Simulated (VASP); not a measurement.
# OH on Ni(111): which site?, part 5 of 8

Which site of Ni(111) does OH prefer, and what does it do to the work function?

VASP 6.6.1, plane waves and PAW; the level of theory is named at each step.

Still holding for the runs below: The magnetic state follows from one typed start and may not be the lowest.

So far. Step 6 (The free molecule): The run ended after 3 ionic steps, 0.001 eV below its first step, once the forces on the free atoms met EDIFFG = -0.03. Step 6 (The free molecule): Energy at zero smearing: -7.72756 eV.

## (7) Relaxing the adsorbate, site ontop

This step: PBE, spin-polarised from a ferromagnetic start; plane waves and PAW (Ni, O, H) (VASP 6.6.1).

System of this step: Ni12HO (Ni(111)). The cell holds 14 atoms: 12 Ni, 1 O and 1 H. Its edges and angles: a = 4.975 Å, b = 4.975 Å, c = 19.062 Å, α = 90.0°, β = 90.0°, γ = 60.0°. It derives from Ni. OH over the ontop site of Ni(111). Vacuum lies along c.

The adsorbate starts over a high-symmetry site, and it relaxes with the upper layers within that symmetry.

The input, INCAR:

```
SYSTEM = Ni12HO
PREC = Normal
ENCUT = 440
EDIFF = 1E-05
NELM = 120
ISMEAR = 1
SIGMA = 0.15
LREAL = Auto
ALGO = Fast
GGA = PE
NBANDS = 92
ISPIN = 2
MAGMOM = 1 1 1 1 1 1 1 1 1 1 1 1 0 0
LASPH = .TRUE.
LMAXMIX = 4
LORBIT = 11
LWAVE = .FALSE.
LCHARG = .FALSE.
KPAR = 4
IBRION = 2
NSW = 50
ISIF = 2
EDIFFG = -0.03
POTIM = 0.4
MAXMIX = 40
IDIPOL = 3
LDIPOL = .TRUE.
DIPOL = 0.5 0.5 0.531
```

The input, POSCAR:

```
Ni12HO
1.0
    4.9754855063      0.0000000000      0.0000000000
    2.4877427531      4.3088968446      0.0000000000
    0.0000000000      0.0000000000     19.0624669043
Ni O H
12 1 1
Selective dynamics
Direct
    0.1666666700      0.1666666700      0.3934433100  F F F
    0.6666666700      0.1666666700      0.3934433100  F F F
    0.1666666700      0.6666666700      0.3934433100  F F F
    0.6666666700      0.6666666700      0.3934433100  F F F
    0.8333333300      0.3333333300      0.4982770300  T T T
    0.3333333300      0.3333333300      0.4982770300  T T T
    0.8333333300      0.8333333300      0.4982770300  T T T
    0.3333333300      0.8333333300      0.4982770300  T T T
    0.0000000000      0.0000000000      0.6028587200  T T T
    0.5000000000      0.0000000000      0.6028587200  T T T
    0.0000000000      0.5000000000      0.6028587200  T T T
    0.5000000000      0.5000000000      0.6028587200  T T T
    0.0000000000      0.0000000000      0.7025310200  T T T
    0.0000000000      0.0000000000      0.7539409500  T T T
```

The input, KPOINTS:

```
Automatic mesh
0
Gamma
6 6 1
0 0 0
```

PAW data sets: Ni, O and H (PBE family, release 64).

Command:

```bash
$ mpirun -np 4 vasp_std
```

What it wrote:

```text
[banner, memory and clock lines left out]
running    4 mpi-ranks, on    1 nodes
 distrk:  each k-point on    1 cores,    4 groups
 distr:  one band on    1 cores,    1 groups

 POSCAR found type information on POSCAR NiO H
 POSCAR found :  3 types and      14 ions
 LDA part: xc-table for (Slater+PW92), standard interpolation
 POSCAR, INCAR and KPOINTS ok, starting setup
 FFT: planning ... GRIDC
 FFT: planning ... GRID_SOFT
 FFT: planning ... GRID
 WAVECAR not read
 entering main loop
       N       E                     dE             d eps       ncg     rms          rms(c)
DAV:   1     0.942022435481E+03    0.94202E+03   -0.49994E+04  2576   0.130E+03
DAV:   2     0.334229355521E+02   -0.90860E+03   -0.84965E+03  2584   0.314E+02
DAV:   3    -0.773013223742E+02   -0.11072E+03   -0.98445E+02  2996   0.134E+02
DAV:   4    -0.843045193535E+02   -0.70032E+01   -0.69215E+01  2840   0.335E+01
DAV:   5    -0.844261463713E+02   -0.12163E+00   -0.12160E+00  2900   0.396E+00    0.351E+01
RMM:   6    -0.894807761564E+02   -0.50546E+01   -0.12850E+02  2586   0.675E+01    0.508E+01
RMM:   7    -0.850594426795E+02    0.44213E+01   -0.34058E+01  2589   0.332E+01    0.503E+01
RMM:   8    -0.834882524943E+02    0.15712E+01   -0.98885E+00  2591   0.172E+01    0.482E+01
RMM:   9    -0.816454350637E+02    0.18428E+01   -0.10712E+01  2590   0.178E+01    0.455E+01
RMM:  10    -0.736109920639E+02    0.80344E+01   -0.87594E+00  2590   0.163E+01    0.479E+01
RMM:  11    -0.687001848911E+02    0.49108E+01   -0.35883E+00  2589   0.101E+01    0.182E+01
RMM:  12    -0.696909727179E+02   -0.99079E+00   -0.25019E+00  2590   0.813E+00    0.251E+01
RMM:  13    -0.687620466353E+02    0.92893E+00   -0.22385E+00  2587   0.857E+00    0.172E+01
RMM:  14    -0.684245512341E+02    0.33750E+00   -0.97576E-01  2581   0.529E+00    0.136E+01
RMM:  15    -0.684203337043E+02    0.42175E-02   -0.58074E-01  2583   0.430E+00    0.692E+00
RMM:  16    -0.688435133205E+02   -0.42318E+00   -0.15587E-01  2593   0.165E+00    0.428E+00
RMM:  17    -0.696841272325E+02   -0.84061E+00   -0.37632E-01  2631   0.204E+00    0.623E+00
RMM:  18    -0.698783365869E+02   -0.19421E+00   -0.16481E-01  2592   0.130E+00    0.488E+00
RMM:  19    -0.699869272932E+02   -0.10859E+00   -0.60518E-02  2590   0.927E-01    0.383E+00
RMM:  20    -0.701043317199E+02   -0.11740E+00   -0.29096E-02  2598   0.570E-01    0.330E+00
RMM:  21    -0.702332996417E+02   -0.12897E+00   -0.59185E-02  2651   0.776E-01    0.121E+00
RMM:  22    -0.703188712151E+02   -0.85572E-01   -0.37533E-02  2622   0.535E-01    0.906E-01
RMM:  23    -0.703238039699E+02   -0.49328E-02   -0.42546E-03  2585   0.292E-01    0.631E-01
RMM:  24    -0.703200404406E+02    0.37635E-02   -0.15215E-03  2601   0.141E-01    0.400E-01
RMM:  25    -0.703261436800E+02   -0.61032E-02   -0.90391E-04  2610   0.108E-01    0.405E-01
RMM:  26    -0.703325259805E+02   -0.63823E-02   -0.58182E-04  2603   0.755E-02    0.253E-01
RMM:  27    -0.703373137141E+02   -0.47877E-02   -0.31442E-04  2573   0.575E-02    0.215E-01
RMM:  28    -0.703406236071E+02   -0.33099E-02   -0.21699E-04  2546   0.464E-02    0.136E-01
RMM:  29    -0.703443579387E+02   -0.37343E-02   -0.29044E-04  2574   0.511E-02    0.146E-01
RMM:  30    -0.703449456699E+02   -0.58773E-03   -0.36278E-05  1986   0.237E-02    0.119E-01
RMM:  31    -0.703458772413E+02   -0.93157E-03   -0.26746E-05  1785   0.164E-02    0.898E-02
RMM:  32    -0.703471483970E+02   -0.12712E-02   -0.45138E-05  1883   0.165E-02    0.642E-02
RMM:  33    -0.703479259369E+02   -0.77754E-03   -0.37124E-05  1838   0.135E-02    0.287E-02
RMM:  34    -0.703482409030E+02   -0.31497E-03   -0.18362E-05  1700   0.935E-03    0.135E-02
RMM:  35    -0.703483788889E+02   -0.13799E-03   -0.70434E-06  1627   0.651E-03    0.132E-02
RMM:  36    -0.703484231984E+02   -0.44309E-04   -0.15363E-06  1547   0.432E-03    0.114E-02
RMM:  37    -0.703484541178E+02   -0.30919E-04   -0.49443E-07  1015   0.241E-03    0.536E-03
RMM:  38    -0.703484915488E+02   -0.37431E-04   -0.82368E-07  1188   0.262E-03    0.362E-03
RMM:  39    -0.703485170539E+02   -0.25505E-04   -0.61053E-07   990   0.228E-03    0.312E-03
RMM:  40    -0.703485286731E+02   -0.11619E-04   -0.65894E-07   989   0.221E-03    0.159E-03
RMM:  41    -0.703485319651E+02   -0.32919E-05   -0.15340E-07   681   0.167E-03
   1 F= -.70348532E+02 E0= -.70355206E+02  d E =-.703485E+02  mag=     9.7018
 curvature:   0.00 expect dE= 0.000E+00 dE for cont linesearch  0.000E+00
 trial: gam= 0.00000 g(F)=  0.602E-01 g(S)=  0.000E+00 ort = 0.000E+00 (trialstep = 0.100E+01)
 search vector abs. value=  0.602E-01
 bond charge predicted
       N       E                     dE             d eps       ncg     rms          rms(c)
DAV:   1    -0.703773270135E+02   -0.28798E-01   -0.75405E+00  2660   0.834E+00    0.966E-01
RMM:   2    -0.703833370978E+02   -0.60101E-02   -0.94728E-02  2578   0.173E+00    0.825E-01
RMM:   3    -0.703846911794E+02   -0.13541E-02   -0.18550E-02  2599   0.594E-01    0.594E-01
RMM:   4    -0.703872245820E+02   -0.25334E-02   -0.45833E-03  2598   0.332E-01    0.345E-01
RMM:   5    -0.703896115212E+02   -0.23869E-02   -0.16853E-03  2637   0.187E-01    0.286E-01
RMM:   6    -0.703910161852E+02   -0.14047E-02   -0.62205E-04  2607   0.111E-01    0.131E-01
RMM:   7    -0.703912952175E+02   -0.27903E-03   -0.16978E-04  2571   0.538E-02    0.794E-02
RMM:   8    -0.703913447808E+02   -0.49563E-04   -0.50725E-05  2174   0.324E-02    0.393E-02
RMM:   9    -0.703913477612E+02   -0.29804E-05   -0.19579E-05  1713   0.178E-02
   2 F= -.70391348E+02 E0= -.70397300E+02  d E =-.428158E-01  mag=     9.6533
[... from here on, the cycles between the ionic steps are left out ...]
   3 F= -.70399492E+02 E0= -.70404933E+02  d E =-.509600E-01  mag=     9.6280
   4 F= -.70370734E+02 E0= -.70375561E+02  d E =0.287575E-01  mag=     9.6016
   5 F= -.70402129E+02 E0= -.70407444E+02  d E =-.263676E-02  mag=     9.6222
   6 F= -.70404256E+02 E0= -.70409684E+02  d E =-.212762E-02  mag=     9.6273
   7 F= -.70405114E+02 E0= -.70410678E+02  d E =-.298535E-02  mag=     9.6324
   8 F= -.70405139E+02 E0= -.70410677E+02  d E =-.301025E-02  mag=     9.6313
   9 F= -.70405154E+02 E0= -.70410705E+02  d E =-.302555E-02  mag=     9.6320
  10 F= -.70405529E+02 E0= -.70411090E+02  d E =-.374525E-03  mag=     9.6327
  11 F= -.70405736E+02 E0= -.70411311E+02  d E =-.581668E-03  mag=     9.6311
  12 F= -.70405933E+02 E0= -.70411505E+02  d E =-.197268E-03  mag=     9.6306
  13 F= -.70406201E+02 E0= -.70411758E+02  d E =-.465149E-03  mag=     9.6288
  14 F= -.70406236E+02 E0= -.70411789E+02  d E =-.499986E-03  mag=     9.6284
  15 F= -.70406324E+02 E0= -.70411878E+02  d E =-.879294E-04  mag=     9.6282
  16 F= -.70406430E+02 E0= -.70411990E+02  d E =-.193931E-03  mag=     9.6283
  17 F= -.70406451E+02 E0= -.70412021E+02  d E =-.214783E-03  mag=     9.6285
  18 F= -.70406545E+02 E0= -.70412124E+02  d E =-.939908E-04  mag=     9.6287
  19 F= -.70406587E+02 E0= -.70412189E+02  d E =-.136440E-03  mag=     9.6288
 curvature:  -0.89 expect dE=-0.175E-03 dE for cont linesearch -0.154E-04
 ZBRENT: interpolating
 opt :   0.3717  next Energy=   -70.406595 (dE=-0.144E-03)
 bond charge predicted
       N       E                     dE             d eps       ncg     rms          rms(c)
DAV:   1    -0.704065881654E+02   -0.21433E-05   -0.25802E-03  2744   0.159E-01    0.189E-02
RMM:   2    -0.704065916071E+02   -0.34417E-05   -0.44580E-05  1761   0.324E-02
  20 F= -.70406592E+02 E0= -.70412186E+02  d E =-.140888E-03  mag=     9.6288
 curvature:  -0.46 expect dE=-0.349E-04 dE for cont linesearch -0.712E-06
 trial: gam= 0.21410 g(F)=  0.761E-04 g(S)=  0.000E+00 ort = 0.380E-04 (trialstep = 0.174E+00)
 search vector abs. value=  0.135E-03
 reached required accuracy - stopping structural energy minimisation
```

The job ended after 15 min (4 MPI ranks of Intel Xeon Platinum 8488C (Sapphire Rapids), shared host; peak memory 2.1 GiB; 57 min of CPU time).

OUTCAR, selected parts (step 7):

```text
   k-points           NKPTS =      7   k-points in BZ     NKDIM =      7   number of bands    NBANDS=     92

   NELECT =     127.0000    total number of electrons

 dipolmoment           0.000000      0.000000     -0.096432 electrons x Angstroem

 E-fermi :   0.0377

 spin component 1
 k-point     1 :       0.0000    0.0000    0.0000
  band No.  band energies     occupation
    ...
     63      -0.4676      1.00001
     64      -0.4551      1.00002
     65      -0.4415      1.00003
     66      -0.4392      1.00003
     67      -0.4392      1.00003
     68       0.7793     -0.00000
     69       1.0397     -0.00000
     70       1.0397     -0.00000
     71       1.2007     -0.00000
     72       2.2303     -0.00000
    ...

 k-point     2 :       0.1667   -0.0000    0.0000
  band No.  band energies     occupation
    ...
     63      -0.6159      1.00000
     64      -0.5920      1.00000
     65      -0.5733      1.00000
     66      -0.5488      1.00000
     67      -0.1299      1.03342
     68       0.0628      0.36074
     69       0.9409     -0.00000
     70       1.0982     -0.00000
     71       1.1176     -0.00000
     72       1.5949     -0.00000
    ...

  Total       -3.7581688     -3.7581688     -0.5978079      0.0000000     -0.0000000     -0.0000000
  in kB      -14.7335093    -14.7335093     -2.3436436      0.0000000     -0.0000000     -0.0000000
  external PRESSURE =     -10.6035540 kB  Pullay stress =       0.0000000 kB

 POSITION                                       TOTAL-FORCE (eV/Angst)
 -----------------------------------------------------------------------------------
      1.24387      0.71815      7.50000        -0.041314     -0.023852     -0.016957
      3.73161      0.71815      7.50000         0.041314     -0.023852     -0.016957
      2.48774      2.87260      7.50000        -0.000000      0.047705     -0.016957
      4.97549      2.87260      7.50000         0.000000     -0.000000      0.061979
      4.97549      1.42541      9.50754        -0.000000      0.011725     -0.003995
      2.48774      1.43630      9.48085         0.000000     -0.000000      0.002164
      6.22879      3.59619      9.50754        -0.010154     -0.005863     -0.003995
      3.72218      3.59619      9.50754         0.010154     -0.005863     -0.003995
      0.00000      0.00000     11.56678         0.000000     -0.000000      0.017419
      4.97549      4.30873     11.47152         0.000000     -0.006826     -0.013253
      6.21921      2.15453     11.47152        -0.005912      0.003413     -0.013253
      3.73176      2.15453     11.47152         0.005912      0.003413     -0.013253
      0.00000      0.00000     13.37701         0.000000     -0.000000     -0.002041
      0.00000      0.00000     14.34161         0.000000     -0.000000      0.023095
 -----------------------------------------------------------------------------------
    total drift:                                0.000004      0.000002     -0.056072

  FREE ENERGIE OF THE ION-ELECTRON SYSTEM (eV)
  ---------------------------------------------------
  free  energy   TOTEN  =       -70.4065916071 eV

  energy  without entropy=      -70.4233744037  energy(sigma->0) =      -70.41218587

 vacuum level on the upper side and lower side of the slab         3.990         4.808

 magnetization (x)
# of ion       s       p       d       tot
------------------------------------------
    1        0.002  -0.017   0.790   0.775
    2        0.002  -0.017   0.790   0.775
    3        0.002  -0.017   0.790   0.775
    4       -0.000  -0.016   0.761   0.744
    5       -0.004  -0.021   0.837   0.812
    6       -0.005  -0.022   0.821   0.795
    7       -0.004  -0.021   0.837   0.812
    8       -0.004  -0.021   0.837   0.812
    9       -0.006  -0.013   0.838   0.819
   10        0.002  -0.018   0.829   0.813
   11        0.002  -0.018   0.829   0.813
   12        0.002  -0.018   0.829   0.813
   13        0.008   0.094   0.000   0.102
   14        0.008   0.001   0.000   0.009
--------------------------------------------------
tot          0.003  -0.125   9.788   9.665

[... 7 parts as in an earlier step ...]

[... 15 further parts left out ...]
```

CONTCAR:

```
Ni12HO
   1.00000000000000
     4.9754855063000001    0.0000000000000000    0.0000000000000000
     2.4877427531000000    4.3088968446000004    0.0000000000000000
     0.0000000000000000    0.0000000000000000   19.0624669042999990
  Ni              O               H
    12     1     1
Selective dynamics
Direct
     0.1666666699999979    0.1666666699999979    0.3934433100000021   F   F   F
     0.6666666699999979    0.1666666699999979    0.3934433100000021   F   F   F
     0.1666666699999979    0.6666666699999979    0.3934433100000021   F   F   F
     0.6666666699999979    0.6666666699999979    0.3934433100000021   F   F   F
     0.8345971949396778    0.3308056001206510    0.4987568554976619   T   T   T
     0.3333333300000021    0.3333333300000021    0.4973569716291033   T   T   T
     0.8345971949396778    0.8345971949396778    0.4987568554976619   T   T   T
     0.3308056001206510    0.8345971949396778    0.4987568554976619   T   T   T
     0.0000000000000000    0.0000000000000000    0.6067828836891878   T   T   T
     0.5000196368311366    0.9999607263377275    0.6017855944916014   T   T   T
     0.9999607263377275    0.5000196368311366    0.6017855944916014   T   T   T
     0.5000196368311366    0.5000196368311366    0.6017855944916014   T   T   T
     0.0000000000000000    0.0000000000000000    0.7017460142444090   T   T   T
     0.0000000000000000    0.0000000000000000    0.7523481915679302   T   T   T
```

Relaxation path:

```
step  energy less that of the first step (eV)  largest force (eV/Å)
   1                                   0.0000                1.0310
   2                                  -0.0428                0.4818
   3                                  -0.0510                0.5182
   4                                  -0.0222                2.0639
   5                                  -0.0536                0.1134
   6                                  -0.0557                0.0589
   7                                  -0.0566                0.0692
   8                                  -0.0566                0.0716
   9                                  -0.0566                0.0674
  10                                  -0.0570                0.1036
  11                                  -0.0572                0.1578
  12                                  -0.0574                0.1316
  13                                  -0.0577                0.0531
  14                                  -0.0577                0.0397
  15                                  -0.0578                0.0343
  16                                  -0.0579                0.0430
  17                                  -0.0579                0.0815
  18                                  -0.0580                0.0554
  19                                  -0.0581                0.0447
  20                                  -0.0581                0.0231
```

The atoms that moved most (Å):

```
atom      dx     dy      dz  length
 Ni9   0.000  0.000   0.075   0.075
 H14   0.000  0.000  -0.030   0.030
Ni12   0.000  0.000  -0.020   0.020
Ni11   0.000  0.000  -0.020   0.020
Ni10   0.000  0.000  -0.020   0.020
 Ni6   0.000  0.000  -0.018   0.018
 O13   0.000  0.000  -0.015   0.015
 Ni8  -0.009  0.005   0.009   0.014
```

The relaxed structure:

```
Ni O H
1.0
     4.97549    0.00000    0.00000
     2.48774    4.30890    0.00000
     0.00000    0.00000   19.06247
Ni O H
12 1 1
Direct
  0.16667 0.16667 0.39344
  0.66667 0.16667 0.39344
  0.16667 0.66667 0.39344
  0.66667 0.66667 0.39344
  0.83460 0.33081 0.49876
  0.33333 0.33333 0.49736
  0.83460 0.83460 0.49876
  0.33081 0.83460 0.49876
  0.00000 0.00000 0.60678
  0.50002 0.99996 0.60179
  0.99996 0.50002 0.60179
  0.50002 0.50002 0.60179
  0.00000 0.00000 0.70175
  0.00000 0.00000 0.75235
```

This step gave:

| Quantity | Value |
| --- | --- |
| electronic cycles | 144 |
| electrons | 127 |
| free energy (TOTEN) | -70.4066 eV |
| energy at zero smearing | -70.4122 eV |
| Fermi energy | 0.0377 eV |
| moment of the cell, from the last line of the log | 9.629 μB |
| dipole moment | 0, 0, -0.09643 e·Å |

Spin moment in the PAW sphere by atom:

```
atom  spin moment in the PAW sphere (μB)
 Ni1                               0.775
 Ni2                               0.775
 Ni3                               0.775
 Ni4                               0.744
 Ni5                               0.812
 Ni6                               0.795
 Ni7                               0.812
 Ni8                               0.812
 Ni9                               0.819
Ni10                               0.813
Ni11                               0.813
Ni12                               0.813
 O13                               0.102
 H14                               0.009
```

The run ended after 20 ionic steps, 0.058 eV below its first step, once the forces on the free atoms met EDIFFG = -0.03.

VASP counts the dipole in electrons times Å, so a positive number points the physical dipole along −c.

(Continued in part 6 of 8.)

[Lines on the potential files, build, host, timing and source positions are cut from VASP's logs without a mark.]

[Logs are printed without paths, hosts, clocks, repeated set-up lines and the standing remarks that a program may print on its own settings, such as how far it seeks lower states.]

[Hosts, paths, dates, database ids (printed as entryN), source tags and the programs' standing remarks are cut or masked in the printed files.]

[Runs that stopped without an error message from VASP are left out.]
